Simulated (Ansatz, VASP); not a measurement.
One calculation of Ti3Nb, two programs

File INCAR:

```
SYSTEM = Ti3Nb
PREC = Accurate
ENCUT = 520
EDIFF = 1E-6
ISMEAR = 0
SIGMA = 0.15
LREAL = .FALSE.
LASPH = .TRUE.
NELM = 100
ALGO = Normal
ISIF = 2
LWAVE = .FALSE.
LCHARG = .FALSE.
GGA = CA
NBANDS = 32
```

File KPOINTS:

```
Automatic mesh
0
G
  12 12 12
  0 0 0
```

The input POSCAR:

```
Ti3Nb
1.0
    3.8281304077      0.0000000000      0.0000000000
    0.0000000000      3.8281304077      0.0000000000
    0.0000000000      0.0000000000      4.1303512294
Ti Nb
3 1
Direct
    0.0000000000      0.5000000000      0.5000000000
    0.5000000000      0.0000000000      0.5000000000
    0.5000000000      0.5000000000      0.0000000000
    0.0000000000      0.0000000000      0.0000000000
```

Input for Ansatz:

```yaml
crystal:
  lattice:
    - [3.8281304077, 0.0, 0.0]
    - [0.0, 3.8281304077, 0.0]
    - [0.0, 0.0, 4.1303512294]
  atoms:
    - { symbol: Ti, position: [0.0, 0.5, 0.5] }
    - { symbol: Ti, position: [0.5, 0.0, 0.5] }
    - { symbol: Ti, position: [0.5, 0.5, 0.0] }
    - { symbol: Nb, position: [0.0, 0.0, 0.0] }
basis:
  ecutwfc: 420
kpoints:
  mp_grid: { grid: [12, 12, 12] }
hamiltonian:
  xc: lda
scf:
  occupations: { method: gaussian, width: 0.15 }
output:
  forces: true
  stress: true
  eigenvalues: true
```

Change from the starting cell: strain -0.050 along x and y, +0.025 along z, atoms carried along.

Alike in both runs: task single point; functional LDA; k mesh 12 × 12 × 12; occupations gaussian, width 0.15 eV; no spin polarisation.

```csv
,VASP,Ansatz
version,VASP 6.6.1,Ansatz 0.2.0
potentials or method,"VASP PAW LDA potentials, release 64 (Ti_sv, Nb_sv)","scalar-relativistic, plane waves, PAW"
plane-wave cutoff (eV),520,420
valence electrons in the cell,49,49
```

Ansatz gave:

```
gap on the k mesh at the Fermi level (eV)       : none
pressure (GPa)                                  : 12.0
largest component of the traceless stress (GPa) : 1.70
```

**Question.** Estimate VASP's values.

**Answer.** gap on the k mesh at the Fermi level (eV): none; pressure (GPa): 11.8; largest component of the traceless stress (GPa): 1.68.

A gap of «none» marks a metal or a gap that the smearing closes.
